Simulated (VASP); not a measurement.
Data:

```yaml
crystal:
  lattice:
    - [0.00000, 2.75910, 2.75910]
    - [2.75910, 0.00000, 2.75910]
    - [2.75910, 2.75910, 0.00000]
  atoms:
    - { symbol: Zn, position: [0.00000, 0.00000, 0.00000] }
    - { symbol: S, position: [0.25000, 0.25000, 0.25000] }
```

All values below come from PBE GGA, VASP's PBE PAW potentials (set 64) (plane waves; VASP 6.6.1). Settings: 400 eV cut-off, 8×8×8 Γ-centred mesh, Gaussian smearing of 0.050 eV, potentials Zn S.

Question: Estimate the energy per atom (σ→0), pressure, band gap (on the k-mesh) with the smallest direct gap where there is one.

Answer: 
* **band gap (on the k-mesh)**: 1.84 eV
* **smallest direct gap (on the k-mesh)**: 1.84 eV
* **energy per atom (σ→0)**: -3.419 eV/atom
* **pressure**: -2.69 GPa

Total energies compare only between runs with the same potentials, cut-off and functional.

The compound is ZnS in the zinc blende structure. The cell was not relaxed at this level.
